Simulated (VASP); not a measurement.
Data:

```
HfC
1.0
    0.00000     2.26545     2.26545
    2.26545     0.00000     2.26545
    2.26545     2.26545     0.00000
Hf C
1 1
Direct
  0.00000   0.00000   0.00000
  0.50000   0.50000   0.50000
```

Method: LDA (Ceperley-Alder, Perdew-Zunger), VASP's LDA PAW potentials (set 64) (plane waves; VASP). Numerical set-up: 520 eV cut-off, 14×14×14 Γ-centred mesh, first-order Methfessel-Paxton smearing of 0.10 eV, potentials Hf_pv C.

### Question
Give the stress tensor in GPa (positive for a compressed cell).

### Answer

```
8.48  0.00  0.00
0.00  8.48  0.00
0.00  0.00  8.48
```
The pressure is its mean diagonal, 8.48 GPa.

The compound is HfC in the rock salt structure. This cell is one point of a volume scan, at 0.97 of the reference volume.
